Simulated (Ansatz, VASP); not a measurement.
# LiSi2C3 in VASP and in Ansatz

```xyz
6
Lattice="3.0056 0.0000 0.0000 -1.5028 2.6029 0.0000 0.0000 0.0000 7.3093" Properties=species:S:1:pos:R:3 pbc="T T T"
Li    0.0000    0.0000    0.0000
Si    1.5028    0.8676    5.0569
Si    0.0000    1.7353    2.2525
C     0.0000    1.7353    5.7854
C     1.5028    0.8676    1.5240
C     0.0000    0.0000    3.6547
```

Alike in both runs: functional PBE; k mesh 6 × 6 × 4; occupations gaussian, width 0.1 eV; no spin polarisation.

Ansatz relaxed the structure, and its values are those at the end. VASP's run is a single point on that final structure, the one shown.

```csv
,VASP,Ansatz
version,VASP 6.6.1,Ansatz 0.2.0
potentials or method,"VASP PAW PBE potentials, release 64 (Li_sv, Si, C)","scalar-relativistic, plane waves, PAW"
plane-wave cutoff (eV),520,420
valence electrons in the cell,23,23
```

```csv
,VASP,Ansatz,Ansatz less VASP
gap on the k mesh at the Fermi level (eV),none,none,-
rms of the force components (eV/Å),0.003,0.002,-0.0012
```

A gap of «none» marks a metal or a gap that the smearing closes.

Caveats: the k mesh is coarse (spacing up to 0.40 Å⁻¹), so the values aren't converged.
